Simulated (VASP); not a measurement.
An input for Ansatz (written as the equivalent of a VASP run, and not itself run):

Ansatz 0.2 input:
```yaml
crystal:
  lattice:
    - [4.5843074, 0.0000000, 0.0000000]
    - [0.0000000, 4.5843074, 0.0000000]
    - [0.0000000, 0.0000000, 4.5843074]
  atoms:
    - { symbol: V, position: [0.2500000, 0.0000000, 0.5000000] }
    - { symbol: V, position: [0.5000000, 0.2500000, 0.0000000] }
    - { symbol: V, position: [0.5000000, 0.7500000, 0.0000000] }
    - { symbol: V, position: [0.7500000, 0.0000000, 0.5000000] }
    - { symbol: V, position: [0.0000000, 0.5000000, 0.7500000] }
    - { symbol: V, position: [0.0000000, 0.5000000, 0.2500000] }
    - { symbol: Si, position: [0.5000000, 0.5000000, 0.5000000] }
    - { symbol: Si, position: [0.0000000, 0.0000000, 0.0000000] }
kpoints:
  mp_grid: { grid: [7, 7, 7] }
hamiltonian:
  xc: pbesol
  pseudopotentials: { kind: paw }
scf:
  occupations: { method: methfessel_paxton, width: 0.1 }
  max_iter: 100
relax:
  max_steps: 40
  f_tol: 0.02
  cell: { p_target: 20 }
output: { forces: true, stress: true, eigenvalues: true }
```

Problem. Write the VASP files for the same calculation (PBEsol).

Solution. Several could match; the one computed here: 
### INCAR
```
ALGO  =  Normal
EDIFF  =  1E-6
EDIFFG  =  -0.02
ENCUT  =  500
GGA  =  PS
IBRION  =  2
ISIF  =  3
ISMEAR  =  1
LASPH  =  .TRUE.
LCHARG  =  .FALSE.
LMAXMIX  =  4
LREAL  =  .FALSE.
LWAVE  =  .FALSE.
NELM  =  100
NSW  =  40
PREC  =  Accurate
PSTRESS  =  200
SIGMA  =  0.1
SYSTEM  =  V3Si
```

POSCAR:
```
V3Si
1
    4.5843073625     0.0000000000     0.0000000000
    0.0000000000     4.5843073625     0.0000000000
    0.0000000000     0.0000000000     4.5843073625
V Si
6 2
Direct
  0.2500000000   0.0000000000   0.5000000000
  0.5000000000   0.2500000000   0.0000000000
  0.5000000000   0.7500000000   0.0000000000
  0.7500000000   0.0000000000   0.5000000000
  0.0000000000   0.5000000000   0.7500000000
  0.0000000000   0.5000000000   0.2500000000
  0.5000000000   0.5000000000   0.5000000000
  0.0000000000   0.0000000000   0.0000000000
```

**KPOINTS**
```
Automatic mesh
0
Gamma
7 7 7
0 0 0
```

POTCAR, in this order: V_sv Si (PBE.64 set). Program: vasp_std.

What does not carry over: each code has its own PAW files, so the cut-off isn't converted (ENCUT is set for VASP's; basis.ecutwfc is left out, and Ansatz then takes the one that its files recommend); Ansatz stops its SCF on the density residual and VASP on the energy change (EDIFF).

The compound is V3Si in the A15 structure. This run relaxes it under an external pressure of 20 GPa. Symmetry was kept, so distortions that lower it aren't found.
